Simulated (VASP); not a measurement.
An input for Quantum ESPRESSO's pw.x (written as the equivalent of a VASP run, and not itself run):

```
&CONTROL
  calculation = 'scf'
  pseudo_dir = './pseudo'
  outdir = './out'
  tprnfor = .true.
  tstress = .true.
/
&SYSTEM
  ibrav = 0
  nat = 2
  ntyp = 2
  ecutwfc = 96
  occupations = 'tetrahedra'
  input_dft = 'pz'
/
&ELECTRONS
  conv_thr = 7.3e-09
  electron_maxstep = 100
/
ATOMIC_SPECIES
  Ga 69.723 Ga.upf
  Co 58.933 Co.upf
CELL_PARAMETERS angstrom
     2.8095444    0.0000000    0.0000000
     0.0000000    2.8095444    0.0000000
     0.0000000    0.0000000    2.8095444
ATOMIC_POSITIONS crystal
  Ga   0.5000000  0.5000000  0.5000000
  Co   0.0000000  0.0000000  0.0000000
K_POINTS automatic
  14 14 14 0 0 0
```

### Question
Translate this input to VASP (INCAR, KPOINTS, POSCAR, choice of POTCAR).

### Answer
One answer among several that fit: 
POSCAR:
```
CoGa
5.6190890
  0.4999999901   0.0000000000   0.0000000000
  0.0000000000   0.4999999901   0.0000000000
  0.0000000000   0.0000000000   0.4999999901
Ga Co
1 1
direct
  0.5000000000   0.5000000000   0.5000000000
  0.0000000000   0.0000000000   0.0000000000
```

### KPOINTS
```
Automatic mesh
0
Gamma
14 14 14
0 0 0
```

INCAR:
```
NELM = 100   # most electronic steps
ALGO = Normal
EDIFF = 1E-7
ENCUT = 400
SYSTEM = CoGa
LCHARG = .TRUE.
LMAXMIX = 4   # l cut-off of mixed one-centre charges
LWAVE = .FALSE.
PREC = Accurate
NEDOS = 601
LASPH = .TRUE.
LORBIT = 11
ISMEAR = -5
ISIF = 2
LREAL = .FALSE.   # projection in real space or not
```

POTCAR, in this order: Ga_d Co (LDA.64 set). Program: vasp_std.

Limits of the translation: the potentials are each code's own (VASP's PAW set, PseudoDojo norm-conserving files in pw.x), so ENCUT and ecutwfc are chosen apart and not converted; conv_thr bounds pw.x's estimated SCF error, while EDIFF bounds the energy change between steps.

The compound is CoGa in the CsCl type structure. It was relaxed first, which changed the volume by -7 %.
